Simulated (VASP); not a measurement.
Method: PBE GGA with spin-orbit coupling, VASP's PBE PAW potentials (set 64) (plane waves; VASP).

VASP input:

File KPOINTS_OPT:
```
k-points along high-symmetry lines
5
Line-mode
Reciprocal
  0.000000   0.000000   0.000000 ! GAMMA
  0.000000   0.500000   0.000000 ! X

  0.000000   0.500000   0.000000 ! X
  0.500000   0.500000   0.000000 ! M

  0.500000   0.500000   0.000000 ! M
  0.000000   0.000000   0.000000 ! GAMMA

  0.000000   0.000000   0.000000 ! GAMMA
  0.000000   0.000000   0.500000 ! Z

  0.000000   0.000000   0.500000 ! Z
  0.000000   0.500000   0.500000 ! R

  0.000000   0.500000   0.500000 ! R
  0.500000   0.500000   0.500000 ! A

  0.500000   0.500000   0.500000 ! A
  0.000000   0.000000   0.500000 ! Z

  0.000000   0.500000   0.000000 ! X
  0.000000   0.500000   0.500000 ! R

  0.500000   0.500000   0.000000 ! M
  0.500000   0.500000   0.500000 ! A
```

### POSCAR
```
CuAu
1
    2.8379166466     0.0000000000     0.0000000000
   -0.0000000000     2.8379166466     0.0000000000
   -0.0000000000     0.0000000000     3.7207258075
Cu Au
1 1
Direct
  0.0000000000   1.0000000000   1.0000000000
  0.5000000000   0.5000000000   0.5000000000
```

INCAR:
```
SYSTEM = CuAu
PREC = Accurate
ENCUT = 400
EDIFF = 1E-6
NELM = 100
ALGO = Normal
LREAL = .FALSE.
LASPH = .TRUE.
ISMEAR = 0
SIGMA = 0.05
GGA = PE
LMAXMIX = 6
LWAVE = .FALSE.
LCHARG = .FALSE.
LSORBIT = .TRUE.
MAGMOM = 0 0 0 0 0 0
GGA_COMPAT = .FALSE.
```

KPOINTS:
```
Automatic mesh
0
Gamma
12 12 9
0 0 0
```

POTCAR, in this order: Cu Au (PBE.64 set). Program: vasp_ncl.

Task: Predict the energy per atom (σ→0), band gap (over mesh and band path).

Result: 
```json
{
 "energy per atom (σ→0)": "-3.683 eV/atom",
 "band gap (over mesh and band path)": "none (metal, semimetal or under 0.01 eV)"
}
```

File OSZICAR:
```
...
DAV:  10    -0.736585933835E+01    0.19655E-02   -0.87390E-03 12702   0.181E+00    0.109E-01
DAV:  11    -0.736587828453E+01   -0.18946E-04   -0.70863E-04 12582   0.345E-01    0.880E-02
DAV:  12    -0.736588163459E+01   -0.33501E-05   -0.18401E-04 12994   0.354E-01    0.704E-02
DAV:  13    -0.736586917645E+01    0.12458E-04   -0.18320E-05 13118   0.168E-01    0.193E-02
DAV:  14    -0.736586768973E+01    0.14867E-05   -0.34295E-06 10242   0.615E-02    0.220E-03
DAV:  15    -0.736586780317E+01   -0.11343E-06   -0.13059E-06  6360   0.146E-02
   1 F= -.73658678E+01 E0= -.73653491E+01  d E =-.103748E-02  mag=    -0.0000     0.0000    -0.0000
       N       E                     dE             ncg
```

The compound is CuAu in the L1_0 structure. It was relaxed first.
